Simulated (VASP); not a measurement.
Here is the system:

```
Ba
1.0
    5.07983     0.00000     0.00000
    0.00000     5.07983     0.00000
    0.00000     0.00000    25.33843
Ba
4
Direct
  0.50000   0.00000   0.34987
  0.00000   0.50000   0.45447
  0.50000   0.00000   0.54553
  0.00000   0.50000   0.65013
```

Calculation: r2SCAN meta-GGA, VASP's PBE PAW potentials (set 64) (plane waves; VASP). Run with PREC = Normal, 400 eV cut-off, 6×6×1 Γ-centred mesh, first-order Methfessel-Paxton smearing of 0.10 eV, potentials Ba_sv.

Unless said otherwise, spin-orbit coupling is left out, though it shifts the bands of the heavy elements here.

Predict the energy per atom (σ→0), band gap (on the k-mesh) with the smallest direct gap where there is one.

```json
{
  "band gap (on the k-mesh)": "none (metal, semimetal or under 0.01 eV)",
  "energy per atom (σ→0)": "-26.164 eV/atom"
}
```

The cell is a thin slab with vacuum, built from Ba (bcc): (100) face.
